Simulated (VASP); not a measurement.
Here is the system:

```xyz
2
Lattice="4.1658 -2.2750 0.0000 4.1658 2.2750 0.0000 2.9234 0.0000 3.7394" Properties=species:S:1:pos:R:3 pbc="T T T"
Bi     2.6337     0.0000     0.8750
Bi     8.6214     0.0000     2.8644
```

The numbers are results of vdW-DF-cx, VASP's PBE PAW potentials (set 64) (plane waves; VASP), not measurements. Settings: 520 eV cut-off, 9×9×9 Γ-centred mesh, first-order Methfessel-Paxton smearing of 0.10 eV, potentials Bi_d.

Energy and stress use the plane-wave basis of the starting cell.

### Question
The ions, cell shape and volume are relaxed. What does this cell relax into?

### Answer

```xyz
2
Lattice="4.0987 -2.2660 -0.0168 4.0987 2.2660 -0.0168 2.8612 0.0000 3.7078" Properties=species:S:1:pos:R:3 pbc="T T T"
Bi     2.6190     0.0000     0.8702
Bi     8.4397     0.0000     2.8040
```
Space group R-3m (166), at a tolerance of 0.03 Å.

### Question
How do energy and volume change from the first to the last step?

### Answer
The energy (σ→0) changes by -3.9 meV/atom and the volume by -2.5 %, in 8 ionic steps.

The compound is Bi in the a7 structure. This run relaxes it. Symmetry was kept, so distortions that lower it aren't found.
